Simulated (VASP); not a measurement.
# MgTa2Ga2 (P1) in VASP: a series of runs, part 2 of 2

VASP 6.6.1.

**3. Single point, PBE**

INCAR

```
  ALGO = Fast
  EDIFF = 1E-7
  ENCUT = 520
  GGA = PE
  ISIF = 2
  ISMEAR = 1
  LASPH = T
  LCHARG = F
  LREAL = F
  LWAVE = F
  NBANDS = 61
  NELM = 60
  PREC = Accurate
  SIGMA = 0.05
```

KPOINTS

```
k-points
0
Gamma
  2 2 4
```

POSCAR

```
MgTa2Ga2
1.0
    7.0223450000     -0.0818010000      0.0087990000
   -0.0818010000      7.1266850000     -0.0010270000
    0.0048150000     -0.0005620000      3.8724290000
Ta Ga Mg
4 4 2
Direct
    0.1586152402      0.6637838943      0.5691063801
    0.3693400724      0.1785261365      0.5109461072
    0.8543011494      0.3437959889      0.5053895327
    0.6479521301      0.8373724379      0.5417448972
    0.4108314322      0.8958134824      0.0304018730
    0.1373677645      0.3560079097      0.9864939864
    0.6488501730      0.1272293771      0.9966192878
    0.9190292656      0.6299480915      0.0250915945
    0.0159139682      0.0111411567      0.0191033625
    0.5031389261      0.4692336467      0.9895450074
```

Potentials or basis: VASP PAW PBE potentials, release 64 (Ta_pv, Ga_d, Mg).

Started as:

```console
$ cat potpaw_PBE.64/Ta_pv/POTCAR potpaw_PBE.64/Ga_d/POTCAR potpaw_PBE.64/Mg/POTCAR > POTCAR
$ mpirun -np 1 vasp_std > vasp.out
```

OUTCAR:

```text
EDIFF = 1E-7
   ENCUT = 520
   GGA = PE
   ISIF = 2
   ISMEAR = 1
   LASPH = T
   LREAL = F
   NELM = 60
   PREC = Accurate

 ion  position               nearest neighbor table
   1  0.159  0.664  0.569-   8 2.44   8 2.71   6 2.73   5 2.99   3 3.10   6 3.15   5 3.17   9 3.21
                            10 3.26   9 3.43  10 3.60
   2  0.369  0.179  0.511-   7 2.75   5 2.76   6 2.78   7 2.82   5 2.87   6 2.91  10 2.92  10 3.03
                             4 3.16   9 3.33   9 3.36   3 3.58
   3  0.854  0.344  0.505-   6 2.73   8 2.79   7 2.82   6 2.82   7 2.87   8 2.89   1 3.10  10 3.24
                             9 3.25  10 3.32   9 3.32   2 3.58
   4  0.648  0.837  0.542-   5 2.56   5 2.63   7 2.71   7 2.95   8 3.08   8 3.15   2 3.16  10 3.29
                             9 3.39   9 3.48  10 3.52
   5  0.411  0.896  0.030-   7 2.32   4 2.56   4 2.63   2 2.76   2 2.87   9 2.91   1 2.99  10 3.13
                             1 3.17
   6  0.137  0.356  0.986-   8 2.51   9 2.59  10 2.67   1 2.73   3 2.73   2 2.78   3 2.82   2 2.91
                             1 3.15
   7  0.649  0.127  0.997-   5 2.32  10 2.67   4 2.71   9 2.73   2 2.75   2 2.82   3 2.82   3 2.87
                             4 2.95
[... 976 lines left out ...]
     61       7.5413      0.00000

------------------------ aborting loop because EDIFF is reached ----------------------------------------

  FORCE on cell =-STRESS in cart. coord.  units (eV):
  Direction    XX          YY          ZZ          XY          YZ          ZX
  --------------------------------------------------------------------------------------
  -------------------------------------------------------------------------------------
  Total       -6.6098166     -9.0839029     -8.0968817      1.9203082     -0.5677428     -3.3417176
  in kB      -54.6519367    -75.1084209    -66.9474352     15.8776812     -4.6942671    -27.6303186
  external PRESSURE =     -65.5692643 kB  Pullay stress =       0.0000000 kB

 VOLUME and BASIS-vectors are now :
 -----------------------------------------------------------------------------
  energy-cutoff  :      520.00
  volume of cell :      193.77
      direct lattice vectors                 reciprocal lattice vectors
     7.022345000 -0.081801000  0.008799000     0.142421837  0.001634711 -0.000176851
    -0.081801000  7.126685000 -0.001027000     0.001634711  0.140336459  0.000018334
     0.004815000 -0.000562000  3.872429000    -0.000323180  0.000033504  0.258236258

 POSITION                                       TOTAL-FORCE (eV/Angst)
 -----------------------------------------------------------------------------------
      1.06229      4.71728      2.20454         2.057338      0.341623     -2.084280
      2.58149      1.24180      1.98167        -0.498367     -0.493845     -0.099926
      5.97351      2.37996      1.96425        -0.282707     -0.039082      0.053842
      4.48425      5.91438      2.10271         1.403852     -0.641043     -0.993749
      2.81187      6.35056      0.12042        -2.672721     -1.498905      0.265836
      0.94027      2.52536      3.82097         0.501828      0.097082      0.795084
      4.55084      0.85309      3.86492         1.380418      0.994669      0.485154
      6.40233      4.41425      0.10461        -2.485831      0.390544      1.159405
      0.11093      0.07809      0.07410         0.008183     -0.551393      0.108087
      3.49960      3.30237      3.83589         0.588006      1.400350      0.310546
 -----------------------------------------------------------------------------------
    total drift:                                0.000174     -0.000297      0.000036

  FREE ENERGIE OF THE ION-ELECTRON SYSTEM (eV)
  ---------------------------------------------------
  free  energy   TOTEN  =       -59.1562615112 eV

  energy  without entropy=      -59.1590431880  energy(sigma->0) =      -59.15718874
```

Run time: 5.5 min. Hardware: 1 thread of Intel Xeon Platinum 8559C (Emerald Rapids), shared host; peak memory 0.36 GiB.

What came out:

```
Free energy            : -59.1563 eV
Pressure               : -6.6 GPa
Largest force          : 3.076 eV/Å
Band gap on the k mesh : 0.07 eV, indirect (least direct gap 0.10 eV)
```

Forces in eV/Å, atoms in the order of the input:
```
Ta   2.057  0.342 -2.084
Ta  -0.498 -0.494 -0.100
Ta  -0.283 -0.039  0.054
Ta   1.404 -0.641 -0.994
Ga  -2.673 -1.499  0.266
Ga   0.502  0.097  0.795
Ga   1.380  0.995  0.485
Ga  -2.486  0.391  1.159
Mg   0.008 -0.551  0.108
Mg   0.588  1.400  0.311
```

Caveat: the k mesh is coarse (spacing up to 0.45 Å⁻¹), so the values aren't converged; spin-orbit coupling is left out, which moves the levels of the heavy elements; forces of over 1 eV/Å show positions far from the minimum, so gaps and moduli don't describe the material at rest. A k mesh can miss the band edges.
